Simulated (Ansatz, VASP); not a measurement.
# NbZn2 (Zn-Nb-Zn stack, (100) layers): VASP beside Ansatz

Wanted: the spread between two codes on one cell, functional and k mesh. Of the first pair: The structure shown is the start of the Ansatz relaxation below; VASP solves that cell, so the two are compared at the walk's first step.

Main program and level: Ansatz 0.2.0; plane waves, with VASP 6.6.1 beside it; PBEsol.

### 1. The starting structure

The cell holds 3 atoms: 2 Zn and 1 Nb. Its edges and angles: a = 2.940 Å, b = 2.940 Å, c = 32.115 Å, α = 90.0°, β = 90.0°, γ = 90.0°. It derives from NbZn2. Vacuum lies along c. The height across the vacuum is the one that the program set for its solve, not the one typed.

### 2. Ansatz: relaxation, PBEsol

Ansatz runs on its default PAW (the set named soft_2) files.

The two programs are compared at the cell with which this relaxation starts, whose forces are those of its first step.

input.yaml reads:

```yaml
crystal:
  lattice:
    - [2.93997, 0.0, 0.0]
    - [0.0, 2.93997, 0.0]
    - [0.0, 0.0, 15.15774]
  atoms:
    - { symbol: Zn, position: [0.0, 0.0, 0.36285094] }
    - { symbol: Nb, position: [0.5, 0.5, 0.5] }
    - { symbol: Zn, position: [0.0, 0.0, 0.63714906] }
  periodic: [true, true, false]
kpoints:
  mp_grid: { grid: [6, 6, 1] }
hamiltonian:
  xc: pbesol
scf:
  occupations: { method: gaussian, width: 0.1 }
output:
  forces: true
  stress: true
  eigenvalues: true
relax:
  adjacent_minimum: "off"
  f_tol: 0.05
  max_steps: 80
  cell: { stress_2d_tol: 0.02 }
```

Started as:

```
$ ansatz run input.yaml --threads 4 --pin off --max-ram 8192MiB --backend cpu --events-out ev --progress --plain --runs-dir out
```

Numbers of over 12 decimals in the logs are rounded to 6 here.

Log:

```text
Warning: crystal.periodic: the lattice vector that does not repeat stood 0.000° off the slab's normal, 15.158 Å along it as the deck builds it. The run solves the slab on a vector along the normal, 32.115 Å long, with every atom where it was (on the deck's vector they left 11.00 Å outside them, and the widest stretch free of ions among them is 2.08 Å). A fractional position that the run reports is one of the run's ce [...]
The last accepted step is kept in <dir> (removed where the run ends without a failure and the disk answers)
crystal.periodic: the lattice vector that does not repeat stood 0.000° off the slab's normal, 15.158 Å along it as the deck builds it. The run solves the slab on a vector along the normal, 32.115 Å long, with every atom where it was (on the deck's vector they left 11.00 Å outside them, and the widest stretch free of ions among them is 2.08 Å). A fractional position that the run reports is one of the run's cell, which [...]
Engine: ansatz 0.2.0, aarch64-unknown-linux-gnu
Pseudopotentials: kind: paw
Pseudopotential: Zn, paw, valence charge 12, recommended cutoff 420 eV (normal), Zn.paw.azcp
Pseudopotential: Nb, paw, valence charge 13, recommended cutoff 420 eV (normal), Nb.paw.azcp
Functional definition: PBEsol
  exchange = pbesol_x
  correlation = pbesol_c
Crystal: 3 atoms, lattice volume = 277.588 Å³
Basis set: ecut = 420 eV, 5335 PW (Γ), exchange–correlation on 40×40×432 points (8 copies of the dense FFT grid, shifted against one another)
Bands: 23, of which v1, the nominal top of the filled ones, is band 19 counted from 1 (18 counted from 0)
Symmetry: 16 space group operations
Space group: P4/mmm (ITA 123), of the structure as read, at distance tolerance 6.5e-5 Å
k-points: 10 of 36
Non-local potential: Zn, projectors of the file, l = 0: 2, l = 1: 2, l = 2: 3, l = 3: 1
Non-local potential: Nb, projectors of the file, l = 0: 3, l = 1: 2, l = 2: 2, l = 3: 1
PAW form: soft (Blöchl's): semilocal exchange-correlation on the pseudo side does not see the compensation charge
PAW frozen core: Zn, regenerated for the run's functional, and the local potential with it (the file was generated under x = pbe(κ = 0.804, μ = 0.219515), c = pbe(β = 0.066725))
PAW frozen core: Nb, regenerated for the run's functional, and the local potential with it (the file was generated under x = pbe(κ = 0.804, μ = 0.219515), c = pbe(β = 0.066725))
PAW one-centre angular grid: Zn, 590 points (default); XC on 64 Gauss nodes
PAW one-centre angular grid: Nb, 590 points (default); XC on 64 Gauss nodes
Initial density: superposition of atomic densities (neutral atoms: chi_scale 0, normalization atom), corrected by the library's trained network
Initial wavefunctions: pseudopotential atomic-orbital guess
Functional: x = pbesol(κ = 0.804, μ = 0.123457), c = pbesol(β = 0.046)
SCF iter   1: F=—  HF=-11055.731909 eV  |F-HF|=—  |Δ(HF+E_count)|=         —  Δρ=3.21e-3  dr2=1.89e-1  ethr=1.77e-3  ⟨swp⟩=13.8  Hψ=1794  notcnv=0
[...]
Crystal: 3 atoms, lattice volume = 254.522 Å³
iter 1 solved again at ethr=2.55e-5 eV; its pass at ethr=3.10e-3 eV (dr2=9.42e-3 eV) is discarded
SCF iter   1: F=—  HF=-11056.236930 eV  |F-HF|=—  |Δ(HF+E_count)|=         —  Δρ=1.13e-3  dr2=1.07e-2  ethr=2.55e-5  ⟨swp⟩=3.1  Hψ=1554  notcnv=0
preconditioner: auto → LDOS  [metal: Δε(μ)=0.085 eV  Ē_g=8.121 eV  σ=0.100 eV  W_gap=0.43  n_scr=20 (ndim 8)  ℏωp=12.5 eV  f_vac=0.759  D(μ)=2.00/eV (n_scr^D=12)  β→1.0]
SCF iter   2: F=—  HF=-11056.236164 eV  |F-HF|=—  |Δ(HF+E_count)|=   7.66e-4  Δρ=1.06e-3  dr2=1.96e-3  ethr=2.55e-5  ⟨swp⟩=2.6  Hψ=430  notcnv=0
SCF iter   3: F=—  HF=-11056.235719 eV  |F-HF|=—  |Δ(HF+E_count)|=   4.45e-4  Δρ=5.66e-4  dr2=5.79e-4  ethr=5.31e-6  ⟨swp⟩=2.9  Hψ=479  notcnv=0
SCF iter   4: F=—  HF=-11056.235522 eV  |F-HF|=—  |Δ(HF+E_count)|=   1.97e-4  Δρ=1.94e-4  dr2=1.10e-4  ethr=1.56e-6  ⟨swp⟩=2.5  Hψ=454  notcnv=0
SCF iter   5: F=—  HF=-11056.235475 eV  |F-HF|=—  |Δ(HF+E_count)|=   4.68e-5  Δρ=4.24e-5  dr2=4.19e-6  ethr=2.97e-7  ⟨swp⟩=3.3  Hψ=506  notcnv=0
SCF iter   6: F=—  HF=-11056.235474 eV  |F-HF|=—  |Δ(HF+E_count)|=   1.44e-6  Δρ=4.83e-6  dr2=5.98e-7  ethr=1.13e-8  ⟨swp⟩=3.3  Hψ=487  notcnv=0
SCF iter   7: F=-11056.235474 eV  HF=-11056.235474 eV  |F-HF|=1.28e-8  |Δ(HF+E_count)|=   1.43e-7  Δρ=3.05e-6  dr2=3.83e-8  ethr=8.11e-10  ⟨swp⟩=11.6  Hψ=1500  notcnv=0
SCF 4 converged in 7 iterations: F = -11056.235474 eV  dr2 = 3.83e-8
relax step   4: F+E_penalty+E_count = -11056.23547396 eV  Δ(F+E_penalty+E_count) = -7.076e-3 eV  max|allowed force component| = 9.143e-3 eV/Å  Δτ_max = 0.0356 Å  P = -0.107 N/m  Ω = 254.522 Å³  energy of the carried Pulay correction = +1.612e-3 eV  fix = [c, alpha, beta]  reactions: c +0.000 N/m  (7 SCF iters, dr2 threshold 3.00e-7 eV, accepted)
[...]
relax step   5: F+E_penalty+E_count = -11056.23552760 eV  Δ(F+E_penalty+E_count) = -5.364e-5 eV  max|allowed force component| = 2.528e-4 eV/Å  Δτ_max = 0.0001 Å  P = +0.000 N/m  Ω = 254.225 Å³  energy of the carried Pulay correction = +1.634e-3 eV  fix = [c, alpha, beta]  reactions: c +0.000 N/m  (6 SCF iters, dr2 threshold 1.42e-8 eV, accepted)
[...]
relax step   6: F+E_penalty+E_count = -11056.23399114 eV  Δ(F+E_penalty+E_count) = +1.536e-3 eV  max|allowed force component| = 5.955e-5 eV/Å  Δτ_max = 0.0000 Å  P = -0.008 N/m  Ω = 254.225 Å³  fix = [c, alpha, beta]  reactions: c +0.000 N/m  stress off target by 8.10e-3 N/m on what of the cell is left free  SCF on the basis re-selected at this cell (its energy is not comparable with the rows above)  (10 SCF iters)
basis re-selected at this cell: Δ(F+E_penalty+E_count) = +1.536e-3 eV, ΔP = -0.009 N/m vs the last step (what re-selecting the basis moved, of the pressure what is left beyond the Pulay correction that the steps carried, after the strain that the cell walked since its last selection, with what the two solves' SCF thresholds leave and, on support functions, any second-order correction that the steps lacked; it is no m [...]
SCF converged after 10 iterations
Free energy (F): -11056.233991 eV
Harris-Foulkes:  -11056.233991 eV  (|F-HF|=1.26e-10)
Internal energy: -11056.225178 eV  (E = F + TS)
E sigma→0 (E₀):  -11056.229585 eV
Entropy (-TS):   -0.008813 eV (-2.938 meV/atom)
Fermi energy:    -3.687372 eV
--- Per-component energies (eV) ---
  E_band       = -592.621848
  E_kinetic    = 658.282290
  E_local      = -101214.928496  (includes V_loc(G=0)·N_el)
  E_nonlocal   = 1345.761796
  E_hartree    = 49913.426513
  E_xc         = -446.457837
  E_vxc        = -318.114362  (∫ρ·V_xc dr)
  E_paw        = -6593.284921  (= ΣΔE_a)
  E_vpaw       = -890.475442  (= ΣTr[D̂ρ^β])
  E_aug_tail   = -0.000719  (compensation charges beyond the density's cutoff)
  E_ewald      = 45279.192777
  E_core_change = 1.783419  (= ΣΔE_core)
  E_smearing   = -0.008813  (= −TS)
  E_closure    = 0.000000  (closes the sum)
  Σ components = -11056.233991   (vs F -11056.233991, Δ=0.00e0)
--- Forces (eV/Å), atoms counted from 1 ---
  atom   1  Zn    -0.00000000     0.00000000     0.00005955
  atom   2  Nb     0.00000000     0.00000000     0.00000000
  atom   3  Zn    -0.00000000     0.00000000    -0.00005955
  max |Σ_I F_I| component: 6.78e-21 eV/Å
--- 2D stress c σ (N/m, compression-positive) ---
       -0.008095       0.000000       0.000000
        0.000000      -0.008095       0.000000
        0.000000       0.000000       0.000000
  P = ½ c Tr σ = -0.0081 N/m
--- Band table (eV; the first three rows and the last of 10) ---
  k-point 0: bands = [... 15 lower, -9.5565, -6.7489, -5.7506, -3.1861, -2.9989, -1.2638, -1.2638, -0.0698]
  k-point 1: bands = [... 15 lower, -9.3274, -6.2070, -5.1362, -3.6617, -2.8098, -1.0753 (-1.0753°), -1.0469, -0.0447]
  k-point 2: bands = [... 15 lower, -8.4775, -5.3190, -4.5623, -4.1050, -2.2264, -1.4250, -0.9366, -0.6811]
  k-point 9: bands = [... 15 lower, -5.4548, -5.4548, -1.9693, -1.9243, -1.9243, -0.9246, 0.8197, 2.0272]
  ° read free of the cell's end (the report's vacuum.weakly_bound_levels)
--- Relaxed structure (5 steps of the walk, 5 accepted, 1 SCFs on fresh bases) ---
  F+E_penalty+E_count = -11056.23399114 eV   max|allowed force component| = 5.955e-5 eV/Å   (the final SCF, on the basis selected at the relaxed cell)
  cell:  # Å, volume = 254.2250 Å³
    - [2.813532, 0, 0.0]
    - [0, 2.813532, 0.0]
    - [0.0, 0.0, 32.115479]
  atoms:
    - { symbol: Zn, position: [0, 0, 0.177459] }
    - { symbol: Nb, position: [0.5, 0.5, 0.235988] }
    - { symbol: Zn, position: [0, 0, 0.294517] }
```

The column dr2 measures how far the density is from self-consistency, as an energy; F and HF (Harris–Foulkes) agree once it is small.

### 3. VASP: single point, PBEsol, start cell, pair 1

The same cell, functional, mesh and smearing now go to VASP, with its own data sets.

Lines of VASP's logs that name or quote its potential files are left out, and so is its time.

INCAR reads:

```
SYSTEM = NbZn2
PREC = Accurate
ENCUT = 400
EDIFF = 1E-06
NELM = 120
ISMEAR = 0
SIGMA = 0.1
LREAL = .FALSE.
ALGO = Normal
GGA = PS
NBANDS = 24
LASPH = .TRUE.
LORBIT = 11
LWAVE = .FALSE.
LCHARG = .FALSE.
ISIF = 2
LDIPOL = .TRUE.
IDIPOL = 3
DIPOL = 0.5 0.5 0.236
LVHAR = .TRUE.
GGA_COMPAT = .FALSE.
NELMDL = -8
KPAR = 2
```

POSCAR reads:

```
NbZn2
1.0
    2.9399700000      0.0000000000      0.0000000000
    0.0000000000      2.9399700000      0.0000000000
    0.0000000000      0.0000000000     32.1154790000
Zn Nb
2 1
Direct
    0.0000000000      0.0000000000      0.1712569817
    0.0000000000      0.0000000000      0.3007191641
    0.5000000000      0.5000000000      0.2359880729
```

KPOINTS reads:

```
Automatic mesh
0
Gamma
6 6 1
0 0 0
```

Potentials, in the order of the species: Zn and Nb_sv (PBE family, release 64).

Started as:

```
$ mpirun -np 2 vasp_std
```

Log:

```text
[banner, memory and clock lines left out]
running    2 mpi-ranks, on    1 nodes
 distrk:  each k-point on    1 cores,    2 groups
 distr:  one band on    1 cores,    1 groups

 POSCAR found type information on POSCAR ZnNb
 POSCAR found :  2 types and       3 ions
|                                                                             |
|               ----> ADVICE to this user running VASP <----                  |
|                                                                             |
|     You enforced a specific xc type in the INCAR file but a different       |
|     [... a line on the potential file left out ...]
|     I HOPE YOU KNOW WHAT YOU ARE DOING!                                     |
|                                                                             |

 LDA part: xc-table for (Slater+PW92), standard interpolation
 POSCAR, INCAR and KPOINTS ok, starting setup
 FFT: planning ... GRIDC
 FFT: planning ... GRID_SOFT
 FFT: planning ... GRID
 WAVECAR not read
 entering main loop
       N       E                     dE             d eps       ncg     rms          rms(c)
DAV:   1     0.220525385731E+03    0.22053E+03   -0.15193E+04   568   0.107E+03
DAV:   2     0.668720131254E+01   -0.21384E+03   -0.21056E+03   576   0.312E+02
DAV:   3    -0.130543933089E+02   -0.19742E+02   -0.19114E+02   816   0.888E+01
DAV:   4    -0.139072782917E+02   -0.85288E+00   -0.84976E+00   664   0.145E+01
DAV:   5    -0.139517407475E+02   -0.44462E-01   -0.44448E-01   776   0.264E+00
DAV:   6    -0.139520803350E+02   -0.33959E-03   -0.33956E-03   608   0.298E-01
DAV:   7    -0.139520929262E+02   -0.12591E-04   -0.12591E-04   680   0.459E-02
DAV:   8    -0.139520931811E+02   -0.25492E-06   -0.25473E-06   552   0.722E-03    0.699E+00
DAV:   9    -0.127680921913E+02    0.11840E+01   -0.35782E+00   592   0.269E+01    0.382E+00
DAV:  10    -0.125932481055E+02    0.17484E+00   -0.11544E+00   640   0.944E+00    0.120E+00
DAV:  11    -0.125708736233E+02    0.22374E-01   -0.15654E-01   680   0.344E+00    0.858E-01
DAV:  12    -0.125658187988E+02    0.50548E-02   -0.35806E-02   624   0.153E+00    0.172E-01
DAV:  13    -0.125639888837E+02    0.18299E-02   -0.98176E-03   656   0.539E-01    0.593E-02
DAV:  14    -0.125644642856E+02   -0.47540E-03   -0.56578E-04   568   0.158E-01    0.441E-02
DAV:  15    -0.125647055946E+02   -0.24131E-03   -0.59348E-04   536   0.103E-01    0.220E-02
DAV:  16    -0.125647465325E+02   -0.40938E-04   -0.56558E-05   640   0.510E-02    0.145E-02
DAV:  17    -0.125649467477E+02   -0.20022E-03   -0.70726E-05   528   0.375E-02    0.767E-03
DAV:  18    -0.125652366962E+02   -0.28995E-03   -0.21310E-05   472   0.142E-02    0.397E-03
DAV:  19    -0.125653704996E+02   -0.13380E-03   -0.13250E-05   456   0.108E-02    0.246E-03
DAV:  20    -0.125654336844E+02   -0.63185E-04   -0.32276E-06   400   0.522E-03    0.696E-04
DAV:  21    -0.125654505057E+02   -0.16821E-04   -0.48840E-07   392   0.186E-03    0.455E-04
DAV:  22    -0.125654581980E+02   -0.76923E-05   -0.17289E-07   392   0.122E-03    0.187E-04
DAV:  23    -0.125654611644E+02   -0.29663E-05   -0.58836E-08   336   0.702E-04    0.134E-04
DAV:  24    -0.125654619849E+02   -0.82055E-06   -0.18777E-08   336   0.474E-04
   1 F= -.12565462E+02 E0= -.12561780E+02  d E =-.736466E-02
```

Parts of OUTCAR (step 3):

```text
ion  position               nearest neighbor table
   1  0.000  0.000  0.171-   3 2.94   3 2.94   3 2.94   3 2.94
   2  0.000  0.000  0.301-   3 2.94   3 2.94   3 2.94   3 2.94
   3  0.500  0.500  0.236-   1 2.94   2 2.94   1 2.94   2 2.94   1 2.94   2 2.94   1 2.94   2 2.94

  LATTYP: Found a simple tetragonal cell.
 ALAT       =     2.9399700000
 C/A-ratio  =    10.9237437797

 Subroutine GETGRP returns: Found 16 space group operations
 (whereof  8 operations were pure point group operations)

The static configuration has the point symmetry C_4v.
 The point group associated with its full space group is D_4h.

 Found     10 irreducible k-points:

   k-points           NKPTS =     10   k-points in BZ     NKDIM =     10   number of bands    NBANDS=     24

   dimension x,y,z NGX =    20 NGY =   20 NGZ =  210
   dimension x,y,z NGXF=    40 NGYF=   40 NGZF=  420

   ENCUT  =  400.0 eV  29.40 Ry    5.42 a.u.   4.79  4.79 52.37*2*pi/ulx,y,z

   NELECT =      37.0000    total number of electrons

 k-points in reciprocal lattice and weights: Automatic mesh
   0.00000000  0.00000000  0.00000000       0.028
   0.16666667  0.00000000  0.00000000       0.111
   0.33333333  0.00000000  0.00000000       0.111
   0.50000000  0.00000000  0.00000000       0.056
   0.16666667  0.16666667  0.00000000       0.111
   0.33333333  0.16666667  0.00000000       0.222
   0.50000000  0.16666667  0.00000000       0.111
   0.33333333  0.33333333  0.00000000       0.111
   0.50000000  0.33333333  0.00000000       0.111
   0.50000000  0.50000000  0.00000000       0.028

 dipolmoment           0.000000      0.000000     -0.000002 electrons x Angstroem

 average (electrostatic) potential at core
       1 -41.0576       2 -41.0576       3 -90.3854

 E-fermi :  -2.0017

 k-point     1 :       0.0000    0.0000    0.0000
  band No.  band energies     occupation
    ...
     14      -8.5490      2.00000
     15      -8.5468      2.00000
     16      -7.6784      2.00000
     17      -4.8728      2.00000
     18      -3.7427      2.00000
     19      -1.7411      0.00023
     20      -1.5111      0.00000
     21       0.1123      0.00000
     22       0.1123      0.00000
     23       1.5056      0.00000
    ...

 k-point     2 :       0.1667    0.0000    0.0000
  band No.  band energies     occupation
    ...
     15      -8.4852      2.00000
     16      -7.3997      2.00000
     17      -4.3583      2.00000
     18      -3.2534      2.00000
     19      -1.9655      0.60904
     20      -1.4054      0.00000
     21       0.2517      0.00000
     22       0.3075      0.00000
     23       1.1233      0.00000
     24       1.9676      0.00000

 k-point     3 :       0.3333    0.0000    0.0000
  band No.  band energies     occupation
    ...
     15      -6.9800      2.00000
     16      -6.4642      2.00000
     17      -3.5064      2.00000
     18      -2.7202      2.00000
     19      -2.3862      2.00000
     20      -0.9087      0.00000
     21       0.0018      0.00000
     22       0.3440      0.00000
     23       0.5418      0.00000
     24       1.8768      0.00000

  Total       -5.2709064     -5.2709064     -5.4923866      0.0000000      0.0000000      0.0000000
  in kB      -30.4225547    -30.4225547    -31.7008917      0.0000000      0.0000000      0.0000000
  external PRESSURE =     -30.8486670 kB  Pullay stress =       0.0000000 kB

  energy-cutoff  :      400.00
  volume of cell :      277.59
      direct lattice vectors                 reciprocal lattice vectors
     2.939970000  0.000000000  0.000000000     0.340139525  0.000000000  0.000000000
     0.000000000  2.939970000  0.000000000     0.000000000  0.340139525  0.000000000
     0.000000000  0.000000000 32.115479000     0.000000000  0.000000000  0.031137633

 POSITION                                       TOTAL-FORCE (eV/Angst)
 -----------------------------------------------------------------------------------
      0.00000      0.00000      5.50000         0.000000      0.000000      1.274074
      0.00000      0.00000      9.65774        -0.000000      0.000000     -1.274074
      1.46999      1.46999      7.57887        -0.000000      0.000000     -0.000000
 -----------------------------------------------------------------------------------
    total drift:                                0.000000      0.000000     -0.000425

  FREE ENERGIE OF THE ION-ELECTRON SYSTEM (eV)
  ---------------------------------------------------
  free  energy   TOTEN  =       -12.5654619849 eV

  energy  without entropy=      -12.5580973213  energy(sigma->0) =      -12.56177965

 vacuum level on the upper side and lower side of the slab         1.692         1.692

 total charge
# of ion       s       p       d       tot
------------------------------------------
    1        0.605   0.339   9.721  10.665
    2        0.605   0.339   9.721  10.665
    3        2.179   5.971   2.416  10.566
--------------------------------------------------
tot          3.388   6.649  21.859  31.896

[... 3 further parts left out ...]
```

This run has no spin polarisation. Its electron count is odd, so without a moment it is a metal by construction.

### 4. Comparison

Known differences besides the potentials themselves: Ansatz cuts the interaction across the vacuum, VASP repeats the sheet with a dipole correction (LDIPOL); the cutoff is 420 eV in Ansatz and 400 eV in VASP; Ansatz makes its cores anew for this functional, VASP keeps those of its PBE data sets. Total energies have different zeros and are not compared.

Forces (eV/Å; atoms numbered as in POSCAR):

| atom | Ansatz x, y, z | VASP x, y, z |
| --- | --- | --- |
| Zn1 | 0.000, 0.000, 1.276 | 0.000, 0.000, 1.274 |
| Zn2 | 0.000, 0.000, -1.276 | 0.000, 0.000, -1.274 |
| Nb3 | 0.000, 0.000, 0.000 | 0.000, 0.000, 0.000 |

The forces differ by 1.0 meV/Å r.m.s., which is 0.2 % of the r.m.s. force of 0.601 eV/Å (both taken over all components). Where the cell holds vacuum, a pressure given here is an average over it and none of the material.

### 5. Ansatz: relaxation, PBEsol

This run makes the geometry at which the two programs are then compared.

The structure compared here is the end of the Ansatz relaxation.

This is the run of step 2 again, met here at its other cell.

(Part 1 of 2 ends here.)

[Lines on the potential files, build, host, timing and source positions are cut from VASP's logs without a mark.]

[Logs are printed without paths, hosts, clocks, repeated set-up lines and the standing remarks that a program may print on its own settings, such as how far it seeks lower states.]

[Hosts, paths, dates, database ids (printed as entryN), source tags and the programs' standing remarks are cut or masked in the printed files.]
